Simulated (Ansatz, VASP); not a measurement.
## Cu3Ru4 (Cu(111) on Ru(0001), film 4.2 A thick) in two plane-wave programs

Wanted: the spread between two codes on one cell, functional and k mesh. The structure shown is the start of the Ansatz relaxation below; VASP solves that cell, so the two are compared at the walk's first step.

Main program and level: Ansatz 0.2.0; plane waves, with VASP 6.6.1 beside it; single point at PBE.

### Step 1. Starting point

The cell holds 56 atoms: 32 Ru and 24 Cu. Its edges and angles: a = 7.183 Å, b = 7.183 Å, c = 26.767 Å, α = 90.0°, β = 90.0°, γ = 81.8°. It derives from Ru. As first built, before any earlier steps moved the atoms (in the runner's words): Cu(111) slab, 3 repeats (4.2 A between outer planes), strained in the plane by up to 5.6 % to a cell of 51 A^2 of Ru(0001) (2 repeats);, lowest layers held; starting gap 2.15 A. Of 4 lateral registries the lowest after a short relaxation was kept. Relaxed with the MACE-MP-0b2 potential. Lattice constants are starting values near those of PBE. Vacuum lies along c.

### Step 2. Ansatz: relaxation, PBE

Ansatz runs on its default PAW (the set named soft_2) files.

The two programs are compared at the cell with which this relaxation starts, whose forces are those of its first step.

input.yaml

```yaml
crystal:
  lattice:
    - [7.18321, 0.0, 0.0]
    - [1.02617, 7.10954, 0.0]
    - [0.0, 0.0, 26.76734]
  atoms:
    - { symbol: Ru, position: [0.83814, 0.16789, 0.26158] }
    - { symbol: Ru, position: [0.99492, 0.99922, 0.3412] }
    - { symbol: Ru, position: [0.83259, 0.1649, 0.42349] }
    - { symbol: Ru, position: [0.00041, 0.99888, 0.5017] }
    - { symbol: Ru, position: [0.4601, 0.29648, 0.26155] }
    - { symbol: Ru, position: [0.62409, 0.12347, 0.34031] }
    - { symbol: Ru, position: [0.459, 0.2894, 0.42282] }
    - { symbol: Ru, position: [0.62471, 0.12368, 0.50187] }
    - { symbol: Ru, position: [0.08077, 0.41466, 0.26198] }
    - { symbol: Ru, position: [0.24986, 0.24784, 0.34129] }
    - { symbol: Ru, position: [0.08379, 0.41515, 0.42333] }
    - { symbol: Ru, position: [0.25038, 0.2482, 0.50143] }
    - { symbol: Ru, position: [0.70617, 0.53879, 0.26235] }
    - { symbol: Ru, position: [0.87529, 0.37043, 0.34194] }
    - { symbol: Ru, position: [0.70979, 0.5404, 0.42355] }
    - { symbol: Ru, position: [0.87548, 0.37386, 0.502] }
    - { symbol: Ru, position: [0.32718, 0.66591, 0.26227] }
    - { symbol: Ru, position: [0.50193, 0.50312, 0.3423] }
    - { symbol: Ru, position: [0.33336, 0.66534, 0.42416] }
    - { symbol: Ru, position: [0.50064, 0.49794, 0.50215] }
    - { symbol: Ru, position: [0.96072, 0.79542, 0.26137] }
    - { symbol: Ru, position: [0.13021, 0.6231, 0.34157] }
    - { symbol: Ru, position: [0.95893, 0.7899, 0.42331] }
    - { symbol: Ru, position: [0.12419, 0.62389, 0.50229] }
    - { symbol: Ru, position: [0.58219, 0.92164, 0.26187] }
    - { symbol: Ru, position: [0.75162, 0.75181, 0.34165] }
    - { symbol: Ru, position: [0.5824, 0.91579, 0.42303] }
    - { symbol: Ru, position: [0.74959, 0.74964, 0.50184] }
    - { symbol: Ru, position: [0.20827, 0.04495, 0.26149] }
    - { symbol: Ru, position: [0.3737, 0.8668, 0.34073] }
    - { symbol: Ru, position: [0.20807, 0.03891, 0.42267] }
    - { symbol: Ru, position: [0.37514, 0.875, 0.50202] }
    - { symbol: Cu, position: [0.08398, 0.41537, 0.58408] }
    - { symbol: Cu, position: [0.042, 0.20786, 0.66103] }
    - { symbol: Cu, position: [0.24951, 0.25086, 0.73566] }
    - { symbol: Cu, position: [0.33339, 0.66665, 0.58392] }
    - { symbol: Cu, position: [0.2918, 0.45829, 0.66078] }
    - { symbol: Cu, position: [0.49945, 0.49934, 0.73551] }
    - { symbol: Cu, position: [0.20859, 0.04152, 0.58416] }
    - { symbol: Cu, position: [0.16609, 0.83301, 0.66078] }
    - { symbol: Cu, position: [0.37439, 0.87518, 0.73546] }
    - { symbol: Cu, position: [0.70815, 0.54125, 0.58404] }
    - { symbol: Cu, position: [0.66714, 0.33293, 0.66082] }
    - { symbol: Cu, position: [0.8747, 0.37403, 0.73557] }
    - { symbol: Cu, position: [0.5836, 0.91691, 0.58431] }
    - { symbol: Cu, position: [0.541, 0.70802, 0.66085] }
    - { symbol: Cu, position: [0.74931, 0.74763, 0.73549] }
    - { symbol: Cu, position: [0.45806, 0.29077, 0.58409] }
    - { symbol: Cu, position: [0.41671, 0.08362, 0.66103] }
    - { symbol: Cu, position: [0.62451, 0.12537, 0.73562] }
    - { symbol: Cu, position: [0.95758, 0.79141, 0.58417] }
    - { symbol: Cu, position: [0.91641, 0.58219, 0.66073] }
    - { symbol: Cu, position: [0.12417, 0.62418, 0.73541] }
    - { symbol: Cu, position: [0.8338, 0.16583, 0.58415] }
    - { symbol: Cu, position: [0.79154, 0.95788, 0.66116] }
    - { symbol: Cu, position: [0.00019, 0.99918, 0.73555] }
kpoints:
  mp_grid: { grid: [3, 3, 1] }
hamiltonian:
  xc: pbe
scf:
  occupations: { method: fermi_dirac, width: 0.1 }
output:
  forces: true
relax:
  f_tol: 0.04
  max_steps: 150
  constraints:
    - { sites: [0, 1, 4, 5, 8, 9, 12, 13, 16, 17, 20, 21, 24, 25, 28, 29], fix: xyz }
```

Launch:

```
> ansatz run input.yaml --threads 6 --pin off --max-ram 102400MiB --backend cuda --events-out ev --progress --plain --runs-dir out
```

Numbers of over 12 decimals in the logs are rounded to 6 here.

What it wrote:

```text
Engine: ansatz 0.2.0, x86_64-unknown-linux-gnu
Pseudopotentials: kind: paw
Pseudopotential: Ru, paw, valence charge 16, recommended cutoff 420 eV (normal), Ru.paw.azcp
Pseudopotential: Cu, paw, valence charge 19, recommended cutoff 420 eV (normal), Cu.paw.azcp
Functional definition: PBE
  parameter kappa = 0.804
  parameter beta = 0.066725
  exchange = pbe_x(kappa = kappa, mu = beta*pi^2/3)
  correlation = pbe_c(beta = beta)
device memory: the entry about to start is reckoned to put 26.2 GiB on a device that reports 62.0 GiB free
GPU FFT provider: cuFFT
GPU libraries: cuBLAS 13.8.2, cuFFT 12.4.0, cuSOLVER 12.3.4
Crystal: 56 atoms, lattice volume = 1366.990 Å³
Basis set: ecut = 420 eV, 26669 PW (Γ), exchange–correlation on 100×100×360 points (8 copies of the dense FFT grid, shifted against one another)
Bands: 581, of which v1, the nominal top of the filled ones, is band 484 counted from 1 (483 counted from 0)
Symmetry: 1 space group operations
Space group: P1 (ITA 1), of the structure as read, at distance tolerance 1.1e-4 Å
k-points: 5 of 9 (time reversal used)
Non-local potential: Ru, projectors of the file, l = 0: 3, l = 1: 2, l = 2: 2, l = 3: 1
Non-local potential: Cu, projectors of the file, l = 0: 3, l = 1: 2, l = 2: 3, l = 3: 1
PAW form: soft (Blöchl's): semilocal exchange-correlation on the pseudo side does not see the compensation charge
PAW one-centre angular grid: Ru, 590 points (default); XC on 64 Gauss nodes
PAW one-centre angular grid: Cu, 590 points (default); XC on 64 Gauss nodes
Initial density: superposition of atomic densities (neutral atoms: chi_scale 0, normalization atom), corrected by the library's trained network
Initial wavefunctions: pseudopotential atomic-orbital guess
GPU buffer pool allocated for 450000 grid points (all kernels)
GPU transforms: local potential and band sums: pruned to the plane-wave sphere, on 50×50×180
Functional: x = pbe(κ = 0.804, μ = 0.219515), c = pbe(β = 0.066725)
SCF iter   1: F=—  HF=-347107.104499 eV  |F-HF|=—  |Δ(HF+E_count)|=         —  Δρ=1.09e-2  dr2=2.26e1  ethr=1.77e-3  ⟨swp⟩=6.6  Hψ=10904  notcnv=0  defer=95
preconditioner: auto → LDOS  [metal: Δε(μ)=0.008 eV  Ē_g=5.728 eV  σ=0.100 eV  W_gap=0.02  n_scr=370 (ndim 8)  ℏωp=22.9 eV  f_vac=0.414  D(μ)=42.36/eV (n_scr^D=314)  β→1.0]
SCF iter   2: F=—  HF=-347106.871751 eV  |F-HF|=—  |Δ(HF+E_count)|=   2.33e-1  Δρ=4.27e-3  dr2=6.05e-1  ethr=1.77e-3  ⟨swp⟩=1.0  Hψ=3345  notcnv=0  defer=137
SCF iter   3: F=—  HF=-347106.926755 eV  |F-HF|=—  |Δ(HF+E_count)|=   5.50e-2  Δρ=4.69e-3  dr2=2.11e-1  ethr=6.25e-5  ⟨swp⟩=2.0  Hψ=4073  notcnv=0  defer=156
SCF iter   4: F=—  HF=-347106.901860 eV  |F-HF|=—  |Δ(HF+E_count)|=   2.49e-2  Δρ=1.39e-3  dr2=2.25e-2  ethr=2.18e-5  ⟨swp⟩=2.0  Hψ=4019  notcnv=0  defer=156
SCF iter   5: F=—  HF=-347106.891906 eV  |F-HF|=—  |Δ(HF+E_count)|=   9.95e-3  Δρ=3.84e-4  dr2=1.89e-3  ethr=2.32e-6  ⟨swp⟩=2.0  Hψ=3751  notcnv=0  defer=156
SCF iter   6: F=—  HF=-347106.892146 eV  |F-HF|=—  |Δ(HF+E_count)|=   2.40e-4  Δρ=2.07e-4  dr2=5.80e-4  ethr=1.95e-7  ⟨swp⟩=2.4  Hψ=4462  notcnv=0  defer=156
SCF iter   7: F=—  HF=-347106.892154 eV  |F-HF|=—  |Δ(HF+E_count)|=   8.54e-6  Δρ=4.55e-5  dr2=4.74e-5  ethr=5.99e-8  ⟨swp⟩=2.0  Hψ=3764  notcnv=0  defer=156
SCF iter   8: F=-347106.892160 eV  HF=-347106.892171 eV  |F-HF|=1.08e-5  |Δ(HF+E_count)|=   1.61e-5  Δρ=3.19e-5  dr2=1.43e-5  ethr=4.13e-9  ⟨swp⟩=4.6  Hψ=9088  notcnv=0
SCF 1 converged in 8 iterations: F = -347106.892160 eV  dr2 = 1.43e-5
  greatest PAW one-centre occupation: 1.000 electrons in one spin orbital (limit 2), on the Cu atom at site 46 (counted from 0), in its partial waves of l = 0
relax step   1: F+E_penalty+E_count = -347106.89215979 eV  Δ(F+E_penalty+E_count) = +0.000e0 eV  max|allowed force component| = 2.869e-1 eV/Å  Δτ_max = 0.0000 Å  (8 SCF iters, dr2 threshold 4.00e-5 eV, accepted)
device memory: the entry about to start is reckoned to put 25.0 GiB (of the 26.2 GiB reckoned in all, the device holds 1.2 GiB already) on a device that reports 60.5 GiB free
GPU FFT provider: cuFFT
GPU libraries: cuBLAS 13.8.2, cuFFT 12.4.0, cuSOLVER 12.3.4
Initial density: handed on by an earlier stage of this run
Initial wavefunctions: those handed on with the density
GPU buffer pool allocated for 450000 grid points (all kernels)
GPU transforms: local potential and band sums: pruned to the plane-wave sphere, on 50×50×180
iter 1 solved again at ethr=9.75e-4 eV; its pass at ethr=3.10e-3 eV (dr2=9.44e0 eV) is discarded
SCF iter   1: F=—  HF=-347108.050386 eV  |F-HF|=—  |Δ(HF+E_count)|=         —  Δρ=1.94e-2  dr2=9.30e0  ethr=9.75e-4  ⟨swp⟩=1.4  Hψ=10290  notcnv=0  defer=151
preconditioner: auto → LDOS  [metal: Δε(μ)=0.011 eV  Ē_g=5.698 eV  σ=0.100 eV  W_gap=0.03  n_scr=370 (ndim 8)  ℏωp=22.9 eV  f_vac=0.419  D(μ)=42.43/eV (n_scr^D=314)  β→1.0]
[...]
SCF iter  12: F=-347107.078237 eV  HF=-347107.078237 eV  |F-HF|=1.62e-7  |Δ(HF+E_count)|=   4.22e-7  Δρ=1.33e-6  dr2=1.50e-8  ethr=1.03e-11  ⟨swp⟩=4.0  Hψ=8118  notcnv=0
SCF 4 converged in 12 iterations: F = -347107.078237 eV  dr2 = 1.50e-8
relax step   4: F+E_penalty+E_count = -347107.07823749 eV  Δ(F+E_penalty+E_count) = -5.139e-2 eV  max|allowed force component| = 2.227e-2 eV/Å  Δτ_max = 0.0385 Å  (12 SCF iters, accepted)
SCF converged after 12 iterations
Free energy (F): -347107.078237 eV
Harris-Foulkes:  -347107.078237 eV  (|F-HF|=1.62e-7)
Internal energy: -347105.680147 eV  (E = F + TS)
E sigma→0 (E₀):  -347106.379192 eV
Entropy (-TS):   -1.398091 eV (-24.966 meV/atom)
Fermi energy:    8.717068 eV
--- Per-component energies (eV) ---
  E_band       = -21362.915758
  E_kinetic    = 23604.642442
  E_local      = -1694509.806172  (includes V_loc(G=0)·N_el)
  E_nonlocal   = 20383.032956
  E_hartree    = 828774.277438
  E_xc         = -8206.894324
  E_vxc        = -10373.729361  (∫ρ·V_xc dr)
  E_paw        = -150694.518626  (= ΣΔE_a)
  E_vpaw       = -18015.647958  (= ΣTr[D̂ρ^β])
  E_aug_tail   = 0.001169  (compensation charges beyond the density's cutoff)
  E_ewald      = 633543.584970
  E_smearing   = -1.398091  (= −TS)
  E_closure    = -0.000000  (closes the sum)
  Σ components = -347107.078237   (vs F -347107.078237, Δ=0.00e0)
--- Forces (eV/Å), atoms counted from 1 ---
  atom   1  Ru    -0.34316632    -0.08297615     0.39707172
  atom   2  Ru     0.59148485    -0.00237680    -0.41228658
  atom   3  Ru    -0.00880612     0.00030466    -0.00708717
  atom   4  Ru    -0.00367545     0.00509353    -0.00139788
  atom   5  Ru    -0.08189962    -0.19724392     0.58082333
  atom   6  Ru     0.06155051     0.11756119    -0.15754226
  atom   7  Ru    -0.00131830     0.00416227    -0.00723887
  atom   8  Ru    -0.00595563     0.00189173    -0.00085235
  atom   9  Ru     0.14559812     0.09470310     0.51716953
  atom  10  Ru     0.10357477     0.15413148    -0.46169875
  atom  11  Ru     0.00031042    -0.00209787    -0.00780226
  atom  12  Ru     0.00000684    -0.00074652     0.00418968
  atom  13  Ru     0.19469665     0.21370549     0.46601555
  atom  14  Ru    -0.03862295     0.34740605    -0.56785933
  atom  15  Ru    -0.00463734    -0.00130098    -0.01058306
  atom  16  Ru    -0.00449594     0.00143642    -0.00658892
  atom  17  Ru     0.32149794     0.01156757     0.18201010
  atom  18  Ru    -0.24315879    -0.43540330    -0.66360552
  atom  19  Ru     0.00223286     0.00664873    -0.00628089
  atom  20  Ru    -0.00139043     0.00350840    -0.00584047
  atom  21  Ru    -0.16043551    -0.18683179     0.58487541
  atom  22  Ru    -0.58511010     0.01436193    -0.40633973
  atom  23  Ru     0.00919694    -0.00444806    -0.00843272
  atom  24  Ru     0.00419410    -0.00191270    -0.00912460
[...]
atom  49  Cu    -0.00374372     0.00757238     0.00639162
  atom  50  Cu     0.00132585     0.00209037     0.01395547
  atom  51  Cu    -0.00051313     0.00008306    -0.01943012
  atom  52  Cu    -0.00047258    -0.00601613     0.01248246
  atom  53  Cu     0.00039203    -0.00254145     0.01069810
  atom  54  Cu     0.00275062    -0.00043899    -0.01973754
  atom  55  Cu     0.00101487     0.00249064     0.00416610
  atom  56  Cu     0.00106967     0.00045151     0.01435918
  max |Σ_I F_I| component: 1.56e-4 eV/Å
--- Relaxed structure (4 steps of the walk, 3 accepted, 0 SCFs on fresh bases) ---
  F+E_penalty+E_count = -347107.07823749 eV   max|allowed force component| = 2.227e-2 eV/Å
  atoms:
    - { symbol: Ru, position: [0.838140, 0.167890, 0.26158] }
    - { symbol: Ru, position: [0.99492, 0.999220, 0.341200] }
    - { symbol: Ru, position: [0.832439, 0.164719, 0.421677] }
    - { symbol: Ru, position: [0.000305649, 0.998453, 0.499878] }
    - { symbol: Ru, position: [0.4601, 0.296480, 0.26155] }
    - { symbol: Ru, position: [0.624090, 0.123470, 0.340310] }
    - { symbol: Ru, position: [0.458795, 0.289848, 0.421265] }
    - { symbol: Ru, position: [0.624538, 0.123302, 0.499869] }
    - { symbol: Ru, position: [0.080770, 0.414660, 0.26198] }
    - { symbol: Ru, position: [0.249860, 0.247840, 0.34129] }
    - { symbol: Ru, position: [0.083722, 0.414785, 0.421547] }
    - { symbol: Ru, position: [0.250370, 0.247873, 0.499775] }
    - { symbol: Ru, position: [0.706170, 0.538790, 0.26235] }
    - { symbol: Ru, position: [0.87529, 0.370430, 0.34194] }
    - { symbol: Ru, position: [0.709464, 0.540539, 0.421678] }
    - { symbol: Ru, position: [0.875257, 0.373380, 0.499937] }
    - { symbol: Ru, position: [0.32718, 0.665910, 0.26227] }
    - { symbol: Ru, position: [0.501930, 0.503120, 0.3423] }
    - { symbol: Ru, position: [0.333609, 0.664928, 0.422116] }
    - { symbol: Ru, position: [0.500529, 0.497883, 0.499947] }
    - { symbol: Ru, position: [0.96072, 0.795420, 0.26137] }
    - { symbol: Ru, position: [0.13021, 0.623100, 0.34157] }
    - { symbol: Ru, position: [0.959058, 0.789900, 0.421546] }
    - { symbol: Ru, position: [0.124627, 0.623230, 0.500029] }
    - { symbol: Ru, position: [0.582190, 0.921640, 0.26187] }
    - { symbol: Ru, position: [0.751620, 0.751810, 0.34165] }
    - { symbol: Ru, position: [0.582635, 0.915561, 0.421356] }
    - { symbol: Ru, position: [0.750138, 0.748690, 0.499869] }
    - { symbol: Ru, position: [0.20827, 0.044950, 0.26149] }
    - { symbol: Ru, position: [0.3737, 0.866800, 0.34073] }
    - { symbol: Ru, position: [0.208279, 0.039247, 0.421069] }
    - { symbol: Ru, position: [0.374961, 0.873948, 0.499909] }
    - { symbol: Cu, position: [0.082653, 0.415916, 0.580629] }
    - { symbol: Cu, position: [0.041268, 0.206910, 0.655121] }
    - { symbol: Cu, position: [0.250268, 0.248142, 0.728522] }
    - { symbol: Cu, position: [0.332675, 0.666273, 0.580566] }
    - { symbol: Cu, position: [0.291534, 0.457347, 0.655114] }
    - { symbol: Cu, position: [0.500347, 0.498245, 0.728581] }
    - { symbol: Cu, position: [0.207242, 0.040986, 0.580615] }
    - { symbol: Cu, position: [0.166544, 0.831980, 0.655130] }
    - { symbol: Cu, position: [0.375341, 0.873193, 0.728597] }
    - { symbol: Cu, position: [0.707763, 0.541286, 0.580621] }
    - { symbol: Cu, position: [0.666490, 0.332074, 0.655104] }
    - { symbol: Cu, position: [0.875224, 0.373395, 0.728571] }
    - { symbol: Cu, position: [0.582466, 0.915891, 0.580584] }
    - { symbol: Cu, position: [0.541517, 0.707233, 0.655133] }
    - { symbol: Cu, position: [0.750288, 0.748384, 0.728604] }
    - { symbol: Cu, position: [0.457326, 0.290958, 0.580632] }
    - { symbol: Cu, position: [0.416528, 0.081727, 0.655119] }
    - { symbol: Cu, position: [0.625221, 0.123208, 0.728561] }
    - { symbol: Cu, position: [0.957476, 0.791220, 0.580612] }
    - { symbol: Cu, position: [0.916592, 0.582340, 0.655126] }
    - { symbol: Cu, position: [0.125308, 0.623305, 0.728617] }
    - { symbol: Cu, position: [0.832112, 0.165952, 0.580563] }
    - { symbol: Cu, position: [0.791405, 0.956979, 0.655139] }
    - { symbol: Cu, position: [0.000257076, 0.998202, 0.728562] }
```

The column dr2 measures how far the density is from self-consistency, as an energy; F and HF (Harris–Foulkes) agree once it is small.

(Part 1 of 2 ends here.)

[Lines on the potential files, build, host, timing and source positions are cut from VASP's logs without a mark.]

[Logs are printed without paths, hosts, clocks, repeated set-up lines and the standing remarks that a program may print on its own settings, such as how far it seeks lower states.]

[Hosts, paths, dates, database ids (printed as entryN), source tags and the programs' standing remarks are cut or masked in the printed files.]
